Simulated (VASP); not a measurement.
A convergence study with VASP on C (graphite): one setting is varied, all else stays as given below, so the limit is that of these other settings.

```yaml
crystal:
  lattice:
    - [1.23000, -2.13042, 0.00000]
    - [1.23000, 2.13042, 0.00000]
    - [0.00000, 0.00000, 6.71000]
  atoms:
    - { symbol: C, position: [0.00000, 0.00000, 0.25000] }
    - { symbol: C, position: [0.00000, 0.00000, 0.75000] }
    - { symbol: C, position: [0.33333, 0.66667, 0.25000] }
    - { symbol: C, position: [0.66667, 0.33333, 0.75000] }
```

The numbers are results of PBEsol GGA, VASP's PBE PAW potentials (set 64) (plane waves; VASP), not measurements. The tightest run used: 700 eV cut-off, 24×24×8 Γ-centred mesh, first-order Methfessel-Paxton smearing of 0.10 eV, potentials C.

Question: The settings run are 1×1×1 mesh; 2×2×1 mesh; 3×3×1 mesh; 4×4×1 mesh; 5×5×2 mesh; 6×6×2 mesh; 7×7×2 mesh; 9×9×3 mesh; 10×10×3 mesh; 11×11×3 mesh; 13×13×4 mesh; 14×14×4 mesh; 15×15×5 mesh; 17×17×5 mesh; 18×18×6 mesh; 19×19×6 mesh; 20×20×6 mesh; 21×21×7 mesh; 23×23×7 mesh; 24×24×8 mesh. From which on does the energy per atom stay within 0.01 eV/atom of the tightest run?

Answer: From 7×7×2 mesh on: it is off by 0.0051 there and by no more than 0.01 in any finer run, while 6×6×2 mesh is off by 0.0217.
| setting | E (eV/atom) | pressure (GPa) | irreducible k-points | difference judged (eV/atom) |
|---|---|---|---|---|
| 1×1×1 mesh | -6.1004 | 27.98 | 1 | 3.5486 |
| 2×2×1 mesh | -8.6171 | 11.66 | 2 | 1.0319 |
| 3×3×1 mesh | -9.3976 | 2.42 | 3 | 0.2514 |
| 4×4×1 mesh | -9.6383 | 0.46 | 4 | 0.0108 |
| 5×5×2 mesh | -9.6395 | 0.17 | 10 | 0.0095 |
| 6×6×2 mesh | -9.6274 | 0.34 | 14 | 0.0217 |
| 7×7×2 mesh | -9.6542 | 0.02 | 16 | 0.0051 |
| 9×9×3 mesh | -9.6446 | 0.12 | 24 | 0.0045 |
| 10×10×3 mesh | -9.6506 | 0.07 | 28 | 0.0015 |
| 11×11×3 mesh | -9.6498 | 0.06 | 32 | 0.0007 |
| 13×13×4 mesh | -9.6496 | 0.08 | 63 | 0.0005 |
| 14×14×4 mesh | -9.6496 | 0.07 | 72 | 0.0005 |
| 15×15×5 mesh | -9.6484 | 0.08 | 81 | 0.0006 |
| 17×17×5 mesh | -9.6494 | 0.07 | 99 | 0.0004 |
| 18×18×6 mesh | -9.6488 | 0.08 | 148 | 0.0003 |
| 19×19×6 mesh | -9.6492 | 0.08 | 160 | 0.0001 |
| 20×20×6 mesh | -9.6493 | 0.07 | 176 | 0.0003 |
| 21×21×7 mesh | -9.6490 | 0.08 | 192 | 0.0001 |
| 23×23×7 mesh | -9.6493 | 0.07 | 224 | 0.0002 |
| 24×24×8 mesh | -9.6490 | 0.08 | 305 | 0.0000 |

Left out are rungs that failed or repeat a setting and relaxations that didn't move; long series are thinned to 24 rows.

The compound is C in the graphite structure. The cell was not relaxed at this level.
